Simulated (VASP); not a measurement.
All values below come from r2SCAN meta-GGA, VASP's PBE PAW potentials (set 64) (plane waves; VASP).

VASP ran on this input.

File KPOINTS:
```
Automatic mesh
0
Gamma
7 7 4
0 0 0
```

**INCAR**
```
IBRION = 2
NSW = 30   ! most ionic steps
LASPH = .TRUE.
ISIF = 4   ! ions and shape, fixed volume
EDIFF = 1E-7
LCHARG = .FALSE.
METAGGA = R2SCAN
LWAVE = .FALSE.
EDIFFG = -0.01
LMIXTAU = .TRUE.
ALGO = Normal   ! blocked Davidson
SIGMA = 0.05
SYSTEM = SnSe2
LREAL = .FALSE.
LMAXMIX = 4   ! l cut-off of mixed one-centre charges
ISMEAR = 0   ! Gaussian
NELM = 100
PREC = Accurate
ENCUT = 520   ! plane-wave cut-off (eV)
```

### POSCAR
```
SnSe2
1.0
  1.9020214124  -3.2943979381   0.0000000000
  1.9020214124   3.2943979381   0.0000000000
  0.0000000000   0.0000000000   6.4634786912
Sn Se
1 2
direct
  0.0000000000   0.0000000000   0.0000000000
  0.3333330000   0.6666670000   0.2411371927
  0.6666670000   0.3333330000   0.7588628073
```

POTCAR, in this order: Sn_d Se (PBE.64 set). Program: vasp_std.

What VASP printed:

File OSZICAR:
```
       N       E                     dE             d eps       ncg     rms          rms(c)
DAV:   1     0.155223738876E+03    0.15522E+03   -0.12744E+04   971   0.175E+03
DAV:   2    -0.367020878652E+02   -0.19193E+03   -0.18857E+03  1028   0.417E+02
DAV:   3    -0.583579780888E+02   -0.21656E+02   -0.20860E+02  1190   0.125E+02
DAV:   4    -0.590367116479E+02   -0.67873E+00   -0.67779E+00  1165   0.236E+01
DAV:   5    -0.590531520891E+02   -0.16440E-01   -0.16436E-01  1436   0.368E+00    0.595E+00
DAV:   6    -0.565634808187E+02    0.24897E+01   -0.16872E+00  1212   0.211E+01    0.403E+00
DAV:   7    -0.536513588255E+02    0.29121E+01   -0.87257E-01  1087   0.640E+00    0.131E+00
DAV:   8    -0.545460698420E+02   -0.89471E+00   -0.69713E-01  1013   0.670E+00    0.659E-01
DAV:   9    -0.545494719526E+02   -0.34021E-02   -0.15173E-01   998   0.314E+00    0.383E-01
DAV:  10    -0.545848727652E+02   -0.35401E-01   -0.19658E-02  1098   0.123E+00    0.259E-01
DAV:  11    -0.546173892663E+02   -0.32517E-01   -0.48575E-02  1009   0.195E+00    0.119E-01
DAV:  12    -0.546178778120E+02   -0.48855E-03   -0.45445E-03  1090   0.552E-01    0.118E-01
DAV:  13    -0.546187540668E+02   -0.87625E-03   -0.36624E-04  1129   0.202E-01    0.839E-02
DAV:  14    -0.546200993438E+02   -0.13453E-02   -0.22991E-03   977   0.489E-01    0.254E-02
DAV:  15    -0.546204322221E+02   -0.33288E-03   -0.38698E-04   973   0.194E-01    0.275E-02
DAV:  16    -0.546203781081E+02    0.54114E-04   -0.11178E-04  1143   0.963E-02    0.277E-02
DAV:  17    -0.546204182234E+02   -0.40115E-04   -0.17564E-05  1030   0.401E-02    0.153E-02
DAV:  18    -0.546204372732E+02   -0.19050E-04   -0.58122E-05  1036   0.767E-02    0.117E-02
DAV:  19    -0.546204365292E+02    0.74398E-06   -0.50377E-06  1028   0.243E-02    0.924E-03
DAV:  20    -0.546204381901E+02   -0.16609E-05   -0.38760E-06  1015   0.184E-02    0.184E-03
DAV:  21    -0.546204382166E+02   -0.26532E-07   -0.34157E-07  1093   0.395E-03
   1 F= -.54620438E+02 E0= -.54620438E+02  d E =-.546204E+02
       N       E                     dE             d eps       ncg     rms          rms(c)
DAV:   1    -0.546243629616E+02   -0.39248E-02   -0.38924E-01   952   0.315E+00    0.196E-01
DAV:   2    -0.546259226694E+02   -0.15597E-02   -0.16699E-02  1236   0.872E-01    0.804E-02
DAV:   3    -0.546265274054E+02   -0.60474E-03   -0.65644E-04  1031   0.242E-01    0.569E-02
DAV:   4    -0.546265111205E+02    0.16285E-04   -0.11969E-04  1151   0.107E-01    0.248E-02
DAV:   5    -0.546265146331E+02   -0.35126E-05   -0.80339E-05  1020   0.923E-02    0.443E-03
DAV:   6    -0.546265329381E+02   -0.18305E-04   -0.36579E-05   965   0.563E-02    0.503E-03
DAV:   7    -0.546265364250E+02   -0.34868E-05   -0.15137E-06  1066   0.114E-02    0.371E-03
DAV:   8    -0.546265352029E+02    0.12221E-05   -0.71420E-07  1098   0.887E-03    0.229E-03
DAV:   9    -0.546265371609E+02   -0.19580E-05   -0.13221E-06  1011   0.104E-02    0.167E-03
DAV:  10    -0.546265372392E+02   -0.78297E-07   -0.92638E-08   782   0.241E-03
   2 F= -.54626537E+02 E0= -.54626537E+02  d E =-.609902E-02
       N       E                     dE             d eps       ncg     rms          rms(c)
DAV:   1    -0.546255755466E+02    0.96161E-03   -0.64268E-01   952   0.404E+00    0.249E-01
DAV:   2    -0.546281086760E+02   -0.25331E-02   -0.27454E-02  1234   0.111E+00    0.103E-01
DAV:   3    -0.546291001005E+02   -0.99142E-03   -0.10748E-03  1024   0.309E-01    0.733E-02
DAV:   4    -0.546290755243E+02    0.24576E-04   -0.19313E-04  1155   0.136E-01    0.324E-02
DAV:   5    -0.546290835040E+02   -0.79797E-05   -0.13010E-04   994   0.117E-01    0.566E-03
DAV:   6    -0.546291124648E+02   -0.28961E-04   -0.57009E-05   980   0.706E-02    0.621E-03
DAV:   7    -0.546291176443E+02   -0.51795E-05   -0.24398E-06  1028   0.146E-02    0.456E-03
DAV:   8    -0.546291157338E+02    0.19104E-05   -0.12111E-06  1059   0.116E-02    0.279E-03
DAV:   9    -0.546291185575E+02   -0.28237E-05   -0.19710E-06   981   0.128E-02    0.203E-03
DAV:  10    -0.546291186973E+02   -0.13975E-06   -0.16601E-07  1019   0.315E-03    0.190E-03
DAV:  11    -0.546291187311E+02   -0.33822E-07   -0.38211E-09   487   0.623E-04
   3 F= -.54629119E+02 E0= -.54629119E+02  d E =-.868051E-02
       N       E                     dE             d eps       ncg     rms          rms(c)
DAV:   1    -0.546419077631E+02   -0.12789E-01   -0.65111E-01   956   0.573E+00    0.620E-01
DAV:   2    -0.546352921746E+02    0.66156E-02   -0.37649E-02  1083   0.202E+00    0.354E-01
DAV:   3    -0.546320663801E+02    0.32258E-02   -0.80871E-03  1244   0.896E-01    0.148E-01
DAV:   4    -0.546319141369E+02    0.15224E-03   -0.16374E-03  1066   0.468E-01    0.473E-02
DAV:   5    -0.546319645531E+02   -0.50416E-04   -0.70755E-04  1023   0.259E-01    0.206E-02
DAV:   6    -0.546320205566E+02   -0.56004E-04   -0.23493E-04   978   0.159E-01    0.144E-02
DAV:   7    -0.546320391336E+02   -0.18577E-04   -0.46255E-05   984   0.642E-02    0.313E-03
DAV:   8    -0.546320453574E+02   -0.62238E-05   -0.63585E-06  1004   0.258E-02    0.165E-03
DAV:   9    -0.546320442469E+02    0.11106E-05   -0.18328E-06  1005   0.140E-02    0.164E-03
DAV:  10    -0.546320459489E+02   -0.17020E-05   -0.63412E-07  1093   0.883E-03    0.322E-04
DAV:  11    -0.546320456114E+02    0.33754E-06   -0.13704E-07   773   0.409E-03    0.192E-04
DAV:  12    -0.546320457923E+02   -0.18095E-06   -0.22189E-08   505   0.157E-03    0.979E-05
DAV:  13    -0.546320456998E+02    0.92483E-07   -0.66551E-09   484   0.812E-04
   4 F= -.54632046E+02 E0= -.54632046E+02  d E =-.292697E-02
       N       E                     dE             d eps       ncg     rms          rms(c)
DAV:   1    -0.546369687847E+02   -0.49230E-02   -0.29106E-01   956   0.383E+00    0.415E-01
DAV:   2    -0.546340357942E+02    0.29330E-02   -0.16795E-02  1086   0.141E+00    0.237E-01
DAV:   3    -0.546325952957E+02    0.14405E-02   -0.35636E-03  1294   0.652E-01    0.989E-02
DAV:   4    -0.546325333243E+02    0.61971E-04   -0.73516E-04  1128   0.310E-01    0.311E-02
DAV:   5    -0.546325504975E+02   -0.17173E-04   -0.32171E-04  1044   0.174E-01    0.135E-02
DAV:   6    -0.546325815762E+02   -0.31079E-04   -0.10065E-04   992   0.103E-01    0.908E-03
DAV:   7    -0.546325869039E+02   -0.53277E-05   -0.17977E-05   967   0.398E-02    0.214E-03
DAV:   8    -0.546325901778E+02   -0.32739E-05   -0.30371E-06  1018   0.179E-02    0.107E-03
DAV:   9    -0.546325894693E+02    0.70850E-06   -0.79811E-07  1015   0.917E-03    0.106E-03
DAV:  10    -0.546325904049E+02   -0.93562E-06   -0.22225E-07   975   0.524E-03    0.171E-04
DAV:  11    -0.546325901531E+02    0.25177E-06   -0.54101E-08   534   0.271E-03    0.113E-04
DAV:  12    -0.546325902717E+02   -0.11851E-06   -0.91907E-09   482   0.108E-03    0.594E-05
DAV:  13    -0.546325902182E+02    0.53495E-07   -0.24980E-09   482   0.528E-04
   5 F= -.54632590E+02 E0= -.54632590E+02  d E =-.347149E-02
```

File OUTCAR:
```
------------------------ aborting loop because EDIFF is reached ----------------------------------------
  FORCE on cell =-STRESS in cart. coord.  units (eV):
  Direction    XX          YY          ZZ          XY          YZ          ZX
  --------------------------------------------------------------------------------------
  Total        0.2241913      0.2241914      0.2069050     -0.0000000      0.0000000     -0.0000000
  in kB        4.4344689      4.4344696      4.0925480     -0.0000000      0.0000000     -0.0000000
  external PRESSURE =       4.3204955 kB  Pullay stress =       0.0000000 kB
  volume of cell :       81.00
      direct lattice vectors                 reciprocal lattice vectors
     1.917331134 -3.320915189  0.000000000     0.260779159 -0.150560906 -0.000000000
     1.917331134  3.320915189  0.000000000     0.260779159  0.150560906  0.000000000
     0.000000000 -0.000000000  6.360670105     0.000000000  0.000000000  0.157216140
 POSITION                                       TOTAL-FORCE (eV/Angst)
 -----------------------------------------------------------------------------------
      0.00000     -0.00000      0.00000         0.000000      0.000000      0.000000
      1.91733      1.10697      1.57498        -0.000000      0.000000     -0.008565
      1.91733     -1.10697      4.78569        -0.000000     -0.000000      0.008565
 -----------------------------------------------------------------------------------
    total drift:                                0.000000     -0.000000      0.000000
  FREE ENERGIE OF THE ION-ELECTRON SYSTEM (eV)
  ---------------------------------------------------
  free  energy   TOTEN  =       -54.6325902182 eV

  energy  without entropy=      -54.6325902182  energy(sigma->0) =      -54.63259022

 reached required accuracy - stopping structural energy minimisation
```
(Selected blocks of OUTCAR.)

**CONTCAR**
```
SnSe2
   1.00000000000000
     1.9173311338706400   -3.3209151892593951    0.0000000000000000
     1.9173311338706400    3.3209151892593951    0.0000000000000000
     0.0000000000000000   -0.0000000000000000    6.3606701054334618
  Sn              Se
     1     2
Direct
     0.0000000000000000    0.0000000000000000    0.0000000000000000
     0.3333330000000032    0.6666669999999968    0.2476115412128369
     0.6666669999999968    0.3333330000000032    0.7523884587871632
```

The compound is SnSe2 in the 1T layered structure. This cell is one point of a volume scan, at 0.97 of the reference volume. Symmetry was kept, so distortions that lower it aren't found.
